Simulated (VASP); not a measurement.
VASP input:

KPOINTS:
```
kpoints
0
Gamma
6 6 6
```

**INCAR**
```
IBRION=2   ! conjugate gradients
LREAL=.False.   ! projection in real space or not
LWAVE=.False.
SIGMA=0.05   ! width (eV)
EDIFF=1E-6
LASPH=.True.   ! aspherical one-centre terms
NSW=40   ! most ionic steps
ALGO=Normal   ! blocked Davidson
SYSTEM=KMgF3
ISIF=3   ! ions, shape and volume
GGA=PE   ! PBE
NELM=100   ! most electronic steps
PREC=Accurate
ISMEAR=0   ! Gaussian
LCHARG=.False.
ENCUT=620
EDIFFG=-0.02   ! ionic stop
```

File POSCAR:
```
KMgF3
1.0
  4.0443690776   0.0000000000   0.0000000000
  0.0000000000   4.0443690776   0.0000000000
  0.0000000000   0.0000000000   4.0443690776
K Mg F
1 1 3
Cart
  0.0000000000   0.0000000000   0.0000000000
  2.0221845388   2.0221845388   2.0221845388
  2.0221845388   0.0000000000   2.0221845388
  0.0000000000   2.0221845388   2.0221845388
  2.0221845388   2.0221845388   0.0000000000
```

POTCAR, in this order: K_sv Mg F (PBE.64 set). Program: vasp_std.

### Question
Translate this PBE calculation to Quantum ESPRESSO's pw.x.

### Answer
One equivalent input (not run):
```
&CONTROL
  calculation = 'vc-relax'
  pseudo_dir = './pseudo'
  outdir = './out'
  tprnfor = .true.
  tstress = .true.
  nstep = 40
  forc_conv_thr = 0.00078
/
&SYSTEM
  ibrav = 0
  nat = 5
  ntyp = 3
  ecutwfc = 84
  occupations = 'smearing'
  smearing = 'gaussian'
  degauss = 0.003675
  input_dft = 'pbe'
/
&ELECTRONS
  conv_thr = 7.3e-08
  electron_maxstep = 100
/
&IONS
/
&CELL
/
ATOMIC_SPECIES
  K 39.098 K.upf
  Mg 24.305 Mg.upf
  F 18.998 F.upf
CELL_PARAMETERS angstrom
     4.0443691    0.0000000    0.0000000
     0.0000000    4.0443691    0.0000000
     0.0000000    0.0000000    4.0443691
ATOMIC_POSITIONS crystal
  K    0.0000000  0.0000000  0.0000000
  Mg   0.5000000  0.5000000  0.5000000
  F    0.5000000  0.0000000  0.5000000
  F    0.0000000  0.5000000  0.5000000
  F    0.5000000  0.5000000  0.0000000
K_POINTS automatic
  6 6 6 0 0 0
```
Limits of the translation: the potentials are each code's own (VASP's PAW set, PseudoDojo norm-conserving files in pw.x), so ENCUT and ecutwfc are chosen apart and not converted; conv_thr bounds pw.x's estimated SCF error, while EDIFF bounds the energy change between steps; forc_conv_thr acts on force components and is met together with etot_conv_thr.

The compound is KMgF3 in the cubic perovskite structure. It was relaxed first.
